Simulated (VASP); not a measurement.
All values below come from PBE GGA, VASP's PBE PAW potentials (set 64) (plane waves; VASP 6.6.1).

The input files of a VASP run:

### KPOINTS
```
Automatic mesh
0
Gamma
5 5 5
0 0 0
```

**INCAR**
```
SYSTEM = BaZrO3
PREC = Accurate
ENCUT = 520
EDIFF = 1E-8
NELM = 100
ALGO = Normal
LREAL = .FALSE.
LASPH = .TRUE.
ISMEAR = 0
SIGMA = 0.01
GGA = PE
LMAXMIX = 4
LWAVE = .FALSE.
LCHARG = .FALSE.
IBRION = 8
NSW = 1
LEPSILON = .TRUE.
```

**POSCAR**
```
BaZrO3
1
    4.2365739830     0.0000000000     0.0000000000
    0.0000000000     4.2365739830     0.0000000000
    0.0000000000     0.0000000000     4.2365739830
Ba Zr O
1 1 3
Direct
  0.0000000000   0.0000000000   0.0000000000
  0.5000000000   0.5000000000   0.5000000000
  0.5000000000   0.0000000000   0.5000000000
  0.0000000000   0.5000000000   0.5000000000
  0.5000000000   0.5000000000   0.0000000000
```

POTCAR, in this order: Ba_sv Zr_sv O (PBE.64 set). Program: vasp_std.

Output

File OUTCAR:
```
 ion  position               nearest neighbor table
   1  0.000  0.000  0.000-   3 3.00   4 3.00   5 3.00   3 3.00   4 3.00   4 3.00   5 3.00   4 3.00
                             3 3.00   5 3.00   3 3.00   5 3.00   2 3.67   2 3.67   2 3.67   2 3.67
   2  0.500  0.500  0.500-   3 2.12   4 2.12   5 2.12   5 2.12   3 2.12   4 2.12   1 3.67   1 3.67
                             1 3.67   1 3.67   1 3.67   1 3.67   1 3.67   1 3.67
   3  0.500  0.000  0.500-   2 2.12   2 2.12   1 3.00   1 3.00   1 3.00   1 3.00
   4  0.000  0.500  0.500-   2 2.12   2 2.12   1 3.00   1 3.00   1 3.00   1 3.00
   5  0.500  0.500  0.000-   2 2.12   2 2.12   1 3.00   1 3.00   1 3.00   1 3.00
  LATTYP: Found a simple cubic cell.
 ALAT       =     4.2365739830
 Subroutine PRICEL returns:
 Original cell was already a primitive cell.
 Subroutine GETGRP returns: Found 48 space group operations
The static configuration has the point symmetry O_h .
The dynamic configuration has the point symmetry O_h .
 Subroutine INISYM returns: Found 48 space group operations
 Subroutine IBZKPT returns following result:
 Found     10 irreducible k-points:

 Following reciprocal coordinates:
            Coordinates               Weight
  0.000000  0.000000  0.000000      1.000000
  0.200000  0.000000  0.000000      6.000000
  0.400000  0.000000  0.000000      6.000000
  0.200000  0.200000  0.000000     12.000000
  0.400000  0.200000  0.000000     24.000000
  0.400000  0.400000  0.000000     12.000000
  0.200000  0.200000  0.200000      8.000000
  0.400000  0.200000  0.200000     24.000000
  0.400000  0.400000  0.200000     24.000000
  0.400000  0.400000  0.400000      8.000000
 Subroutine IBZKPT_HF returns following result:
   k-points           NKPTS =     10   k-points in BZ     NKDIM =     10   number of bands    NBANDS=     24
   number of dos      NEDOS =    301   number of ions     NIONS =      5
   total plane-waves  NPLWV =  32768
   dimension x,y,z NGX =    32 NGY =   32 NGZ =   32
   dimension x,y,z NGXF=    64 NGYF=   64 NGZF=   64
   ions per type =               1   1   3
   PREC   = accura    normal or accurate (medium, high low for compatibility)
   ISTART =      0    job   : 0-new  1-cont  2-samecut
...
```

OSZICAR:
```
...
RMM:  16    -0.205021778933E+00   -0.16945E-06   -0.64728E-08  1831   0.141E-04    0.607E-05
RMM:  17    -0.205021936669E+00   -0.15774E-06   -0.18111E-09  1823   0.119E-04    0.711E-05
RMM:  18    -0.205021778527E+00    0.15814E-06   -0.27811E-09  1794   0.121E-04    0.449E-05
RMM:  19    -0.205021657500E+00    0.12103E-06   -0.65718E-09  1820   0.955E-05    0.321E-05
RMM:  20    -0.205021653527E+00    0.39724E-08    0.23367E-08  1891   0.646E-05    0.308E-05
 Linear response progress:
  Degree of freedom:   2/  4
       N       E                     dE             d eps       ncg     rms          rms(c)
RMM:   1    -0.755710725687E+00   -0.75571E+00    0.21910E+00  1196   0.999E+00
RMM:   2    -0.719245864300E+00    0.36465E-01   -0.15272E-01  1395   0.183E+00    0.217E-01
RMM:   3    -0.721616667421E+00   -0.23708E-02   -0.34696E-02  1603   0.597E-01    0.886E-02
RMM:   4    -0.723672959976E+00   -0.20563E-02   -0.10033E-02  1847   0.243E-01    0.495E-02
RMM:   5    -0.723794917556E+00   -0.12196E-03   -0.57367E-04  1835   0.803E-02    0.267E-02
RMM:   6    -0.723644922667E+00    0.14999E-03   -0.14398E-04  1750   0.465E-02    0.437E-03
RMM:   7    -0.723644339765E+00    0.58290E-06   -0.45660E-05  1862   0.207E-02    0.269E-03
RMM:   8    -0.723647883443E+00   -0.35437E-05   -0.99771E-06  1941   0.103E-02    0.175E-03
RMM:   9    -0.723654066142E+00   -0.61827E-05    0.15169E-05  1944   0.608E-03    0.431E-04
RMM:  10    -0.723655730685E+00   -0.16645E-05    0.81435E-06  2063   0.378E-03    0.232E-04
RMM:  11    -0.723656384743E+00   -0.65406E-06    0.82290E-06  2076   0.249E-03    0.260E-04
RMM:  12    -0.723654575166E+00    0.18096E-05    0.65064E-06  1967   0.187E-03    0.318E-04
RMM:  13    -0.723650607210E+00    0.39680E-05    0.54990E-06  1791   0.166E-03    0.578E-04
RMM:  14    -0.723663457746E+00   -0.12851E-04    0.49703E-06  1975   0.209E-03    0.135E-04
RMM:  15    -0.723664542974E+00   -0.10852E-05    0.36286E-06  1934   0.102E-03    0.922E-05
RMM:  16    -0.723666193670E+00   -0.16507E-05    0.32980E-06  1920   0.826E-04    0.116E-04
RMM:  17    -0.723667007611E+00   -0.81394E-06    0.29213E-06  1925   0.678E-04    0.102E-04
RMM:  18    -0.723665297488E+00    0.17101E-05    0.23881E-06  1753   0.623E-04    0.354E-05
RMM:  19    -0.723664969795E+00    0.32769E-06    0.21189E-06  1915   0.502E-04    0.265E-05
RMM:  20    -0.723665502302E+00   -0.53251E-06    0.17938E-06  1879   0.430E-04    0.132E-05
RMM:  21    -0.723666081768E+00   -0.57947E-06    0.15500E-06  1848   0.382E-04    0.845E-06
RMM:  22    -0.723666446205E+00   -0.36444E-06    0.12841E-06  1939   0.333E-04    0.124E-05
RMM:  23    -0.723666157505E+00    0.28870E-06    0.11487E-06  1861   0.299E-04    0.930E-06
RMM:  24    -0.723666303795E+00   -0.14629E-06    0.91607E-07  1947   0.261E-04    0.960E-06
RMM:  25    -0.723666174813E+00    0.12898E-06    0.83140E-07  1924   0.236E-04    0.217E-05
RMM:  26    -0.723666220119E+00   -0.45305E-07    0.67091E-07  1893   0.213E-04    0.250E-05
RMM:  27    -0.723666246735E+00   -0.26616E-07    0.62195E-07  1903   0.194E-04    0.287E-05
RMM:  28    -0.723666283603E+00   -0.36869E-07    0.49254E-07  1868   0.179E-04    0.311E-05
RMM:  29    -0.723666278387E+00    0.52167E-08    0.45782E-07  1717   0.166E-04    0.349E-05
RMM:  30    -0.723666295706E+00   -0.17320E-07    0.36641E-07  1739   0.154E-04    0.373E-05
RMM:  31    -0.723666364966E+00   -0.69259E-07    0.34217E-07  1925   0.146E-04    0.370E-05
 Linear response progress:
  Degree of freedom:   3/  4
       N       E                     dE             d eps       ncg     rms          rms(c)
RMM:   1    -0.376259492570E+00   -0.37626E+00    0.21820E-01  2490   0.284E+00
RMM:   2    -0.366721430199E+00    0.95381E-02   -0.17309E-02  2209   0.441E-01    0.113E-01
RMM:   3    -0.368291613458E+00   -0.15702E-02   -0.28352E-03  2242   0.167E-01    0.577E-02
RMM:   4    -0.369867967027E+00   -0.15764E-02   -0.86684E-04  2266   0.125E-01    0.189E-02
RMM:   5    -0.369943839451E+00   -0.75872E-04   -0.12109E-04  2637   0.374E-02    0.714E-03
RMM:   6    -0.369973639427E+00   -0.29800E-04   -0.18064E-05  2742   0.157E-02    0.207E-03
RMM:   7    -0.369967848970E+00    0.57905E-05    0.12567E-05  2872   0.684E-03    0.105E-03
RMM:   8    -0.369964476507E+00    0.33725E-05    0.69886E-06  2912   0.377E-03    0.401E-04
RMM:   9    -0.369964495186E+00   -0.18679E-07   -0.84815E-06  2899   0.214E-03    0.297E-04
RMM:  10    -0.369965851309E+00   -0.13561E-05    0.56185E-06  2912   0.141E-03    0.124E-04
RMM:  11    -0.369965603155E+00    0.24815E-06   -0.34734E-06  2968   0.887E-04    0.484E-05
RMM:  12    -0.369965878751E+00   -0.27560E-06    0.20321E-06  3014   0.607E-04    0.491E-05
RMM:  13    -0.369966017262E+00   -0.13851E-06   -0.17341E-06  3033   0.412E-04    0.202E-05
RMM:  14    -0.369966203582E+00   -0.18632E-06    0.10704E-06  2950   0.296E-04    0.132E-05
RMM:  15    -0.369966255484E+00   -0.51902E-07   -0.67305E-07  3001   0.212E-04    0.750E-06
RMM:  16    -0.369966249700E+00    0.57841E-08    0.62128E-07  2992   0.157E-04    0.534E-06
RMM:  17    -0.369966270371E+00   -0.20671E-07   -0.24699E-07  2932   0.120E-04    0.553E-06
RMM:  18    -0.369966234590E+00    0.35781E-07    0.42081E-07  2834   0.984E-05    0.910E-06
RMM:  19    -0.369966273221E+00   -0.38631E-07   -0.70193E-08  2881   0.834E-05    0.687E-06
RMM:  20    -0.369966290309E+00   -0.17088E-07    0.24496E-07  2928   0.732E-05    0.653E-06
RMM:  21    -0.369966303411E+00   -0.13102E-07    0.44641E-08  2827   0.662E-05    0.575E-06
RMM:  22    -0.369966306854E+00   -0.34430E-08    0.12841E-07  2566   0.621E-05    0.609E-06
 Linear response progress:
  Degree of freedom:   4/  4
       N       E                     dE             d eps       ncg     rms          rms(c)
RMM:   1    -0.384829578971E+00   -0.38483E+00    0.21787E-01  1686   0.298E+00
RMM:   2    -0.373119152624E+00    0.11710E-01   -0.42027E-02  1555   0.615E-01    0.158E-01
RMM:   3    -0.374932953825E+00   -0.18138E-02   -0.51400E-03  1524   0.273E-01    0.909E-02
RMM:   4    -0.376984763955E+00   -0.20518E-02   -0.17219E-03  1568   0.173E-01    0.320E-02
RMM:   5    -0.377378602515E+00   -0.39384E-03   -0.40190E-04  1743   0.681E-02    0.103E-02
RMM:   6    -0.377428996433E+00   -0.50394E-04   -0.76640E-05  1847   0.243E-02    0.612E-03
RMM:   7    -0.377400122591E+00    0.28874E-04   -0.79512E-05  1684   0.126E-02    0.125E-03
RMM:   8    -0.377413965260E+00   -0.13843E-04   -0.80017E-05  1868   0.593E-03    0.387E-04
RMM:   9    -0.377418430559E+00   -0.44653E-05   -0.51061E-05  1897   0.278E-03    0.253E-04
RMM:  10    -0.377419036499E+00   -0.60594E-06   -0.31655E-05  1907   0.151E-03    0.123E-04
RMM:  11    -0.377418420031E+00    0.61647E-06   -0.16669E-05  1934   0.834E-04    0.836E-05
RMM:  12    -0.377418005792E+00    0.41424E-06   -0.13081E-05  1950   0.478E-04    0.996E-05
RMM:  13    -0.377418056040E+00   -0.50248E-07   -0.69331E-06  1921   0.294E-04    0.754E-05
RMM:  14    -0.377418051568E+00    0.44716E-08   -0.55944E-06  1898   0.197E-04    0.613E-05
RMM:  15    -0.377418056857E+00   -0.52895E-08   -0.29301E-06  1985   0.130E-04    0.601E-05
RMM:  16    -0.377418027853E+00    0.29004E-07   -0.24670E-06  1819   0.104E-04    0.857E-05
RMM:  17    -0.377418094648E+00   -0.66795E-07   -0.12435E-06  1851   0.166E-04    0.199E-05
RMM:  18    -0.377418114390E+00   -0.19742E-07   -0.13712E-06  1876   0.710E-05    0.133E-05
RMM:  19    -0.377418137841E+00   -0.23451E-07   -0.52804E-07  1790   0.631E-05    0.782E-06
RMM:  20    -0.377418124948E+00    0.12893E-07   -0.41685E-07  1826   0.591E-05    0.429E-06
RMM:  21    -0.377418121864E+00    0.30844E-08   -0.13065E-07  1670   0.565E-05    0.491E-06
RMM:  22    -0.377418116384E+00    0.54797E-08   -0.11551E-08  1726   0.560E-05    0.287E-06
 Linear response finished
```

OUTCAR:
```
------------------------ aborting loop because EDIFF is reached ----------------------------------------

 HEAD OF MICROSCOPIC STATIC DIELECTRIC TENSOR (INDEPENDENT PARTICLE, excluding Hartree and local field effects)
 ------------------------------------------------------
           5.026149    -0.000000    -0.000000
          -0.000000     5.026149    -0.000000
           0.000000     0.000000     5.026149
 ------------------------------------------------------

 MACROSCOPIC STATIC DIELECTRIC TENSOR (including local field effects in DFT)
 ------------------------------------------------------
           4.906523     0.000000    -0.000000
           0.000000     4.906523    -0.000000
           0.000000     0.000000     4.906523
 ------------------------------------------------------

 PIEZOELECTRIC TENSOR (including local field effects)  for field in x, y, z        (e  Angst)
          XX          YY          ZZ          XY          YZ          ZX
  --------------------------------------------------------------------------------
  x     0.00000     0.00000     0.00000     0.00000     0.00000     0.00000
  y     0.00000     0.00000     0.00000     0.00000     0.00000     0.00000
  z     0.00000     0.00000     0.00000     0.00000     0.00000     0.00000

 PIEZOELECTRIC TENSOR (including local field effects)  for field in x, y, z        (C/m^2)
          XX          YY          ZZ          XY          YZ          ZX
  --------------------------------------------------------------------------------
  x     0.00000     0.00000     0.00000     0.00000     0.00000     0.00000
  y     0.00000     0.00000     0.00000     0.00000     0.00000     0.00000
  z     0.00000     0.00000     0.00000     0.00000     0.00000     0.00000

 BORN EFFECTIVE CHARGES (including local field effects) (in |e|, cummulative output)
 ---------------------------------------------------------------------------------
 ion    1
    1     2.73274     0.00000     0.00000
    2     0.00000     2.73274     0.00000
    3     0.00000     0.00000     2.73274
 ion    2
    1     6.15036    -0.00000    -0.00000
    2     0.00000     6.15036    -0.00000
    3     0.00000     0.00000     6.15036
 ion    3
    1    -1.99341     0.00000    -0.00000
    2     0.00000    -4.89629     0.00000
    3    -0.00000     0.00000    -1.99341
 ion    4
    1    -4.89629     0.00000    -0.00000
    2     0.00000    -1.99341    -0.00000
    3    -0.00000    -0.00000    -1.99341
 ion    5
    1    -1.99341    -0.00000     0.00000
    2     0.00000    -1.99341    -0.00000
    3    -0.00000     0.00000    -4.89629

   1 f  =   13.999105 THz    87.958969 2PiTHz  466.959869 cm-1    57.895619 meV
             X         Y         Z           dx          dy          dz
      0.000000  0.000000  0.000000    -0.033318    0.002480    0.000000
      2.118287  2.118287  2.118287    -0.072412    0.005391    0.000000
      2.118287  0.000000  2.118287    -0.310559   -0.066388    0.000000
      0.000000  2.118287  2.118287     0.891763    0.023120   -0.000000
      2.118287  2.118287  0.000000    -0.310559    0.023120   -0.000000

   2 f  =   13.999105 THz    87.958969 2PiTHz  466.959869 cm-1    57.895619 meV
             X         Y         Z           dx          dy          dz
      0.000000  0.000000  0.000000     0.000000    0.000000   -0.033410
      2.118287  2.118287  2.118287     0.000000    0.000000   -0.072613
      2.118287  0.000000  2.118287     0.000000   -0.000000   -0.311418
      0.000000  2.118287  2.118287    -0.000000    0.000000   -0.311418
      2.118287  2.118287  0.000000     0.000000    0.000000    0.894231

   3 f  =   13.999105 THz    87.958969 2PiTHz  466.959869 cm-1    57.895619 meV
             X         Y         Z           dx          dy          dz
      0.000000  0.000000  0.000000    -0.002480   -0.033318   -0.000000
      2.118287  2.118287  2.118287    -0.005391   -0.072412    0.000000
      2.118287  0.000000  2.118287    -0.023120    0.891763   -0.000000
      0.000000  2.118287  2.118287     0.066388   -0.310559   -0.000000
      2.118287  2.118287  0.000000    -0.023120   -0.310559    0.000000

   4 f  =    5.737324 THz    36.048672 2PiTHz  191.376542 cm-1    23.727656 meV
             X         Y         Z           dx          dy          dz
      0.000000  0.000000  0.000000     0.000000   -0.000000    0.000000
      2.118287  2.118287  2.118287     0.000000    0.000000   -0.000000
      2.118287  0.000000  2.118287     0.278114   -0.000000    0.193091
      0.000000  2.118287  2.118287    -0.000000   -0.620781   -0.193091
      2.118287  2.118287  0.000000    -0.278114    0.620781   -0.000000

   5 f  =    5.737324 THz    36.048672 2PiTHz  191.376542 cm-1    23.727656 meV
             X         Y         Z           dx          dy          dz
      0.000000  0.000000  0.000000    -0.000000   -0.000000   -0.000000
      2.118287  2.118287  2.118287    -0.000000    0.000000   -0.000000
      2.118287  0.000000  2.118287     0.178848   -0.000000   -0.671870
      0.000000  2.118287  2.118287     0.000000   -0.128857    0.671870
      2.118287  2.118287  0.000000    -0.178848    0.128857    0.000000

   6 f  =    5.737324 THz    36.048672 2PiTHz  191.376542 cm-1    23.727656 meV
             X         Y         Z           dx          dy          dz
      0.000000  0.000000  0.000000    -0.000000   -0.000000   -0.000000
      2.118287  2.118287  2.118287     0.000000    0.000000    0.000000
      2.118287  0.000000  2.118287    -0.625033   -0.000000   -0.106333
      0.000000  2.118287  2.118287     0.000000   -0.313093    0.106333
      2.118287  2.118287  0.000000     0.625033    0.313093   -0.000000

   7 f  =    5.379349 THz    33.799444 2PiTHz  179.435752 cm-1    22.247188 meV
             X         Y         Z           dx          dy          dz
      0.000000  0.000000  0.000000     0.017856    0.265794   -0.009214
      2.118287  2.118287  2.118287    -0.050508   -0.751847    0.026063
      2.118287  0.000000  2.118287     0.026399    0.222586   -0.013622
      0.000000  2.118287  2.118287     0.014953    0.392971   -0.013622
      2.118287  2.118287  0.000000     0.026399    0.392971   -0.007716

   8 f  =    5.379349 THz    33.799444 2PiTHz  179.435752 cm-1    22.247188 meV
...
```
(Selected blocks of OUTCAR.)

File OUTCAR:
```
 val. band max:        3.4634880455   @ k =   0.4000   0.4000   0.4000

 cond. band min:       6.6791959902   @ k =   0.0000   0.0000   0.0000


 Fermi energy:         3.5433938819

 k-point     1 :       0.0000    0.0000    0.0000
  band No.  band energies     occupation
      1     -43.6591      2.00000
      2     -21.8536      2.00000
      3     -21.7776      2.00000
      4     -21.7776      2.00000
      5     -21.7776      2.00000
      6     -12.7525      2.00000
      7     -12.4530      2.00000
      8     -12.4530      2.00000
      9      -6.9832      2.00000
     10      -6.9832      2.00000
     11      -6.9832      2.00000
     12       2.0667      2.00000
     13       2.0667      2.00000
     14       2.0667      2.00000
     15       2.6238      2.00000
     16       2.6238      2.00000
     17       2.6238      2.00000
     18       3.3054      2.00000
     19       3.3054      2.00000
     20       3.3054      2.00000
     21       6.6792      0.00000
     22       6.6792      0.00000
     23       6.6792      0.00000
     24       8.1746      0.00000

 k-point     2 :       0.2000    0.0000    0.0000
  band No.  band energies     occupation
      1     -43.6581      2.00000
      2     -21.9643      2.00000
      3     -21.7756      2.00000
      4     -21.7756      2.00000
      5     -21.7238      2.00000
      6     -12.7624      2.00000
      7     -12.4451      2.00000
      8     -12.2171      2.00000
      9      -6.9617      2.00000
     10      -6.9617      2.00000
     11      -6.9236      2.00000
     12       1.4392      2.00000
     13       1.9574      2.00000
     14       1.9574      2.00000
     15       2.3034      2.00000
     16       2.3034      2.00000
     17       2.3699      2.00000
     18       2.5222      2.00000
     19       3.1916      2.00000
     20       3.1916      2.00000
     21       6.8066      0.00000
     22       7.4727      0.00000
     23       7.4727      0.00000
     24       8.7432      0.00000
...
```

Unless said otherwise, spin-orbit coupling is left out, though it shifts the bands of the heavy elements here.

The compound is BaZrO3 in the cubic perovskite structure. It was relaxed first.
